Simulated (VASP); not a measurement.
## Mg (Magnesium): input slips in a relaxation and what they do

Some relaxations of Mg (Magnesium) get a fault in the input on purpose. Which of them show, and how? The starting structure is a measured crystal structure from the Crystallography Open Database. The first relaxation on each setting starts from this cell expanded by 3 % in volume.

Method: Kohn-Sham DFT with plane waves and PAW; PBEsol, in VASP 6.6.1.

**1. The structure**

The structure is hexagonal, space group P6_3/mmc (No. 194). Conventional cell: a = 3.209 Å, b = 3.209 Å, c = 5.210 Å, α = 90.00°, β = 90.00°, γ = 120.00°. Nearest to Mg lie 12 Mg at 3.20 to 3.21 Å.

**2. Reference relaxation**

This run starts from the cell of an earlier relaxation, which isn't shown; the restart sets up the plane waves anew.

File INCAR:

```
SYSTEM = Mg
PREC = Accurate
ENCUT = 450
EDIFF = 1E-06
NELM = 100
ISMEAR = 1
SIGMA = 0.15
LREAL = .FALSE.
ALGO = Normal
GGA = PS
NBANDS = 8
LORBIT = 11
LWAVE = .FALSE.
LCHARG = .FALSE.
KPAR = 4
IBRION = 2
NSW = 50
ISIF = 3
EDIFFG = -0.004
```

File POSCAR:

```
Mg
1.0
    3.1784974032      0.0000000000      0.0000000000
   -1.5892487016      2.7526594970      0.0000000000
    0.0000000000      0.0000000000      5.1434592591
Mg
2
Direct
    0.6666666667      0.3333333333      0.7500000000
    0.3333333333      0.6666666667      0.2500000000
```

File KPOINTS:

```
Automatic mesh
0
Gamma
16 16 10
0 0 0
```

PAW data sets: Mg (PBE family, release 64).

Run with:

```bash
mpirun -np 4 vasp_std
```

Output:

```text
[banner, memory and clock lines left out]
running    4 mpi-ranks, on    1 nodes
 distrk:  each k-point on    1 cores,    4 groups
 distr:  one band on    1 cores,    1 groups

 POSCAR found type information on POSCAR Mg
 POSCAR found :  1 types and       2 ions
|                                                                             |
|               ----> ADVICE to this user running VASP <----                  |
|                                                                             |
|     You enforced a specific xc type in the INCAR file but a different       |
|     [... a line on the potential file left out ...]
|     I HOPE YOU KNOW WHAT YOU ARE DOING!                                     |
|                                                                             |

 LDA part: xc-table for (Slater+PW92), standard interpolation
 POSCAR, INCAR and KPOINTS ok, starting setup
 FFT: planning ... GRIDC
 FFT: planning ... GRID_SOFT
 FFT: planning ... GRID
 WAVECAR not read
 entering main loop
       N       E                     dE             d eps       ncg     rms          rms(c)
DAV:   1    -0.140326061086E+01   -0.14033E+01   -0.12334E+03  2880   0.320E+02
DAV:   2    -0.344943131769E+01   -0.20462E+01   -0.19630E+01  3992   0.197E+01
DAV:   3    -0.346066810414E+01   -0.11237E-01   -0.11223E-01  3792   0.192E+00
DAV:   4    -0.346069600840E+01   -0.27904E-04   -0.27904E-04  4136   0.821E-02
DAV:   5    -0.346069607024E+01   -0.61846E-07   -0.62163E-07  3920   0.291E-03    0.961E-01
DAV:   6    -0.345018860438E+01    0.10507E-01   -0.56151E-04  3424   0.166E-01    0.612E-01
DAV:   7    -0.344066935425E+01    0.95193E-02   -0.23396E-03  3176   0.302E-01    0.312E-02
DAV:   8    -0.344067424464E+01   -0.48904E-05   -0.16186E-05  4488   0.266E-02    0.631E-03
DAV:   9    -0.344067391636E+01    0.32828E-06   -0.91501E-07  3192   0.454E-03
   1 F= -.34406739E+01 E0= -.34404304E+01  d E =-.344067E+01
 curvature:   0.00 expect dE= 0.000E+00 dE for cont linesearch  0.000E+00
 trial: gam= 0.00000 g(F)=  0.322E-51 g(S)=  0.360E-06 ort = 0.000E+00 (trialstep = 0.100E+01)
 search vector abs. value=  0.360E-06
 reached required accuracy - stopping structural energy minimisation
```

It took 15 s on 4 MPI ranks of AMD EPYC 7R43, shared host; peak memory 0.61 GiB.

The logs omit lines about the potential files and the build; timing stands in the text.

From OUTCAR (step 2):

```text
ion  position               nearest neighbor table
   1  0.667  0.333  0.750-   2 3.16   2 3.16   2 3.16   2 3.16   2 3.16   2 3.16
   2  0.333  0.667  0.250-   1 3.16   1 3.16   1 3.16   1 3.16   1 3.16   1 3.16

  LATTYP: Found a hexagonal cell.
 ALAT       =     3.1784974032
 C/A-ratio  =     1.6182046441

 Subroutine GETGRP returns: Found 24 space group operations
 (whereof 12 operations were pure point group operations)

The static configuration has the point symmetry D_3d.
 The point group associated with its full space group is D_6h.

 Found    180 irreducible k-points:

   k-points           NKPTS =    180   k-points in BZ     NKDIM =    180   number of bands    NBANDS=      8

   dimension x,y,z NGX =    24 NGY =   24 NGZ =   36
   dimension x,y,z NGXF=    48 NGYF=   48 NGZF=   72

   ENCUT  =  450.0 eV  33.07 Ry    5.75 a.u.   5.50  5.50  8.90*2*pi/ulx,y,z

   NELECT =       4.0000    total number of electrons

 k-points in reciprocal lattice and weights: Automatic mesh
   0.00000000  0.00000000  0.00000000       0.000
   0.06250000  0.00000000  0.00000000       0.002
   0.12500000  0.00000000  0.00000000       0.002
   0.18750000  0.00000000  0.00000000       0.002
   0.25000000  0.00000000  0.00000000       0.002
   0.31250000  0.00000000  0.00000000       0.002
   0.37500000  0.00000000  0.00000000       0.002
   0.43750000 -0.00000000  0.00000000       0.002
   0.50000000  0.00000000  0.00000000       0.001
[...]
0.37500000  0.25000000  0.50000000       0.002
   0.31250000  0.31250000  0.50000000       0.002

 average (electrostatic) potential at core
       1 -38.7928       2 -38.7928

 E-fermi :   2.7184

 k-point     1 :       0.0000    0.0000    0.0000
  band No.  band energies     occupation
      1      -4.3190      2.00000
      2       0.9955      2.00000
      3       1.4909      2.00000
      4      13.7042      0.00000
      5      13.7042      0.00000
      6      13.8545      0.00000
      7      13.8545      0.00000
      8      14.6490      0.00000

 k-point     2 :       0.0625    0.0000    0.0000
  band No.  band energies     occupation
      1      -4.2412      2.00000
      2       1.0663      2.00000
      3       1.5664      2.00000
      4      12.0732      0.00000
      5      12.8081      0.00000
      6      13.6072      0.00000
      7      14.8582      0.00000
      8      15.4005      0.00000

 k-point     3 :       0.1250    0.0000    0.0000
  band No.  band energies     occupation
      1      -4.0083      2.00000
      2       1.2788      2.00000
      3       1.7911      2.00000
      4      10.1394      0.00000
      5      11.9665      0.00000
      6      12.7233      0.00000
      7      14.9031      0.00000
      8      15.3807      0.00000

  Total       -0.0018367     -0.0018367     -0.0028561      0.0000000     -0.0000000     -0.0000000
  in kB       -0.0653923     -0.0653923     -0.1016837      0.0000000     -0.0000000     -0.0000000
  external PRESSURE =      -0.0774894 kB  Pullay stress =       0.0000000 kB

  energy-cutoff  :      450.00
  volume of cell :       45.00
      direct lattice vectors                 reciprocal lattice vectors
     3.178497403  0.000000000  0.000000000     0.314614069  0.181642517  0.000000000
    -1.589248702  2.752659497  0.000000000     0.000000000  0.363285034  0.000000000
     0.000000000  0.000000000  5.143459259     0.000000000  0.000000000  0.194421682

 POSITION                                       TOTAL-FORCE (eV/Angst)
 -----------------------------------------------------------------------------------
      1.58925      0.91755      3.85759        -0.000000     -0.000000      0.000000
     -0.00000      1.83511      1.28586         0.000000      0.000000      0.000000
 -----------------------------------------------------------------------------------
    total drift:                                0.000000     -0.000000      0.000000

  FREE ENERGIE OF THE ION-ELECTRON SYSTEM (eV)
  ---------------------------------------------------
  free  energy   TOTEN  =        -3.4406739164 eV

  energy  without entropy=       -3.4399433508  energy(sigma->0) =       -3.44043039

 reached required accuracy - stopping structural energy minimisation

 total charge
# of ion       s       p       d       tot
------------------------------------------
    1        0.209   0.130   0.012   0.351
    2        0.209   0.130   0.012   0.351
--------------------------------------------------
tot          0.418   0.260   0.024   0.702

[... 3 further parts left out ...]
```

CONTCAR:

```
Mg
   1.00000000000000
     3.1784974032000002    0.0000000000000000    0.0000000000000000
    -1.5892487016000001    2.7526594969999998    0.0000000000000000
     0.0000000000000000    0.0000000000000000    5.1434592591000001
  Mg
     2
Direct
     0.6666666667000030    0.3333333332999970    0.7500000000000000
     0.3333333332999970    0.6666666667000030    0.2500000000000000
```

The PAW data sets were made with PBE, which is usual practice but a small mismatch for other functionals. The run keeps the 24 symmetry operations of its start, so it cannot find a distortion of lower symmetry.

The reference relaxation ends at 22.501 Å³ an atom.

**3. Relaxation with too few electronic steps**

A slip made on purpose: too few electronic steps. Against step 2 the input has NELM = 4 (also changed: NSW).

Changes to INCAR since step 2:

```diff
@@ -4,3 +4,3 @@
 EDIFF = 1E-06
-NELM = 100
+NELM = 4
 ISMEAR = 1
@@ -16,3 +16,3 @@
 IBRION = 2
-NSW = 50
+NSW = 30
 ISIF = 3
```

File POSCAR:

```
Mg
1.0
    3.2410773142      0.0000000000      0.0000000000
   -1.6205386571      2.8068552897      0.0000000000
    0.0000000000      0.0000000000      5.2618904839
Mg
2
Direct
    0.6666666667      0.3333333333      0.7500000000
    0.3333333333      0.6666666667      0.2500000000
```

KPOINTS is that of step 2.

Run with:

```bash
mpirun -np 4 vasp_std
```

Output:

```text
[banner, memory and clock lines left out]
running    4 mpi-ranks, on    1 nodes
[...]
[... a notice as in an earlier step ...]

 LDA part: xc-table for (Slater+PW92), standard interpolation
 POSCAR, INCAR and KPOINTS ok, starting setup
[...]
entering main loop
       N       E                     dE             d eps       ncg     rms          rms(c)
DAV:   1    -0.131104185715E+01   -0.13110E+01   -0.11545E+03  2880   0.309E+02
DAV:   2    -0.342794203007E+01   -0.21169E+01   -0.20464E+01  3896   0.197E+01
DAV:   3    -0.344138397036E+01   -0.13442E-01   -0.13390E-01  3832   0.203E+00
DAV:   4    -0.344142404300E+01   -0.40073E-04   -0.40072E-04  4128   0.962E-02
|                                                                             |
|           W    W    AA    RRRRR   N    N  II  N    N   GGGG   !!!           |
|           W    W   A  A   R    R  NN   N  II  NN   N  G    G  !!!           |
|           W    W  A    A  R    R  N N  N  II  N N  N  G       !!!           |
[...]
|           W    W  A    A  R    R  N    N  II  N    N   GGGG   !!!           |
|                                                                             |
|     The electronic self-consistency was not achieved in the given           |
|     number of steps (NELM). The forces and other quantities evaluated       |
|     might not be reliable so examine the results carefully. If you find     |
|     spurious results, we suggest increasing NELM, if you were close to      |
|     convergence or switching to a different ALGO or adjusting the           |
|     density mixing parameters otherwise.                                    |
|                                                                             |

   1 F= -.34414240E+01 E0= -.34410528E+01  d E =-.344142E+01
[...]
|     The electronic self-consistency was not achieved in the given           |
[... from here on, the cycles between the ionic steps are left out ...]
   2 F= -.34406800E+01 E0= -.34404470E+01  d E =0.744048E-03
   3 F= -.34407260E+01 E0= -.34404886E+01  d E =0.698085E-03
   4 F= -.34407305E+01 E0= -.34404905E+01  d E =0.693532E-03
   5 F= -.34407427E+01 E0= -.34405024E+01  d E =-.122101E-04
   6 F= -.34407554E+01 E0= -.34405110E+01  d E =-.249176E-04
[...]
reached required accuracy - stopping structural energy minimisation
```

Wall time 29 s (4 MPI ranks); peak memory 0.64 GiB; 1.8 min of CPU time.

OUTCAR, selected parts (step 3):

```text
  Total       -0.0025645     -0.0025645     -0.0027168      0.0000000      0.0000000      0.0000000
  in kB       -0.0913019     -0.0913019     -0.0967228      0.0000000      0.0000000      0.0000000
  external PRESSURE =      -0.0931089 kB  Pullay stress =       0.0000000 kB

 POSITION                                       TOTAL-FORCE (eV/Angst)
 -----------------------------------------------------------------------------------
      1.58936      0.91762      3.85716         0.000000     -0.000000     -0.000000
     -0.00000      1.83523      1.28572        -0.000000      0.000000      0.000000
 -----------------------------------------------------------------------------------
    total drift:                                0.000000     -0.000000      0.000000

  FREE ENERGIE OF THE ION-ELECTRON SYSTEM (eV)
  ---------------------------------------------------
  free  energy   TOTEN  =        -3.4407554282 eV

  energy  without entropy=       -3.4400222570  energy(sigma->0) =       -3.44051104

[... 2 parts as in an earlier step ...]

[... 2 further parts left out ...]
[key lines of the parts left out:]
E-fermi :   2.7181
```

With too few electronic steps the cell ends at 22.501 Å³ an atom, +0.00 % from the reference.

**4. Relaxation with a functional's name that the tag doesn't take**

A slip made on purpose: a functional's name that the tag doesn't take. Against step 2 the input has GGA = PBESOL (also changed: NELM).

Changes to INCAR since step 3:

```diff
@@ -4,3 +4,3 @@
 EDIFF = 1E-06
-NELM = 4
+NELM = 60
 ISMEAR = 1
@@ -9,3 +9,3 @@
 ALGO = Normal
-GGA = PS
+GGA = PBESOL
 NBANDS = 8
@@ -16,3 +16,3 @@
 IBRION = 2
-NSW = 30
+NSW = 50
 ISIF = 3
```

POSCAR is that of step 3.

KPOINTS is that of step 3.

Run with:

```bash
mpirun -np 4 vasp_std
```

Output:

```text
[banner, memory and clock lines left out]
running    4 mpi-ranks, on    1 nodes
[...]
|                                                                             |
|     EEEEEEE  RRRRRR   RRRRRR   OOOOOOO  RRRRRR      ###     ###     ###     |
|     E        R     R  R     R  O     O  R     R     ###     ###     ###     |
|     E        R     R  R     R  O     O  R     R     ###     ###     ###     |
|     EEEEE    RRRRRR   RRRRRR   O     O  RRRRRR       #       #       #      |
|     E        R   R    R   R    O     O  R   R                               |
|     E        R    R   R    R   O     O  R    R      ###     ###     ###     |
|     EEEEEEE  R     R  R     R  OOOOOOO  R     R     ###     ###     ###     |
|                                                                             |
|     Error: One of the selected functionals does not exist.                  |
|                                                                             |
|       ---->  I REFUSE TO CONTINUE WITH THIS SICK JOB ... BYE!!! <----       |
|                                                                             |

1
1
1
1
```

It took 3.8 s on 4 MPI ranks.

VASP stopped with this message: “Error: One of the selected functionals does not exist”.

[end of part 1 of 2]

[Lines on the potential files, build, host, timing and source positions are cut from VASP's logs without a mark.]

[Logs are printed without paths, hosts, clocks, repeated set-up lines and the standing remarks that a program may print on its own settings, such as how far it seeks lower states.]

[Hosts, paths, dates, database ids (printed as entryN), source tags and the programs' standing remarks are cut or masked in the printed files.]
